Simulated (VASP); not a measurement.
All values below come from LDA (Ceperley-Alder, Perdew-Zunger), VASP's LDA PAW potentials (set 64) (plane waves; VASP 6.6.1).

Input for VASP

**KPOINTS**
```
kpoints
0
gamma
7 7 7
0 0 0
```

INCAR:
```
SYSTEM=Li2S
PREC=Accurate; ENCUT=620; LREAL=.False.
LASPH=.True.
EDIFF=1E-6; NELM=100; ALGO=Normal
ISMEAR=0; SIGMA=0.05
IBRION=2; NSW=40; ISIF=3
EDIFFG=-0.02; PSTRESS=50
LWAVE=.False.; LCHARG=.False.
```

**POSCAR**
```
Li2S
1
    0.0000000000     2.7838676737     2.7838676737
    2.7838676737     0.0000000000     2.7838676737
    2.7838676737     2.7838676737     0.0000000000
Li S
2 1
Direct
  0.2500000000   0.2500000000   0.2500000000
  0.7500000000   0.7500000000   0.7500000000
  0.0000000000   0.0000000000   0.0000000000
```

POTCAR, in this order: Li_sv S (LDA.64 set). Program: vasp_std.

Problem. What will the output report for the number of irreducible k-points (NKPTS), largest plane-wave count, number of space-group operations, FFT grid (NGX, NGY, NGZ)?

Solution. 
```
Property                                       Value
--------------------------------------  ------------
number of irreducible k-points (NKPTS)            20
largest plane-wave count                        1532
number of space-group operations                  48
FFT grid (NGX, NGY, NGZ)                32 × 32 × 32
```

The compound is Li2S in the antifluorite structure. This run relaxes it under an external pressure of 5 GPa. Symmetry was kept, so distortions that lower it aren't found.
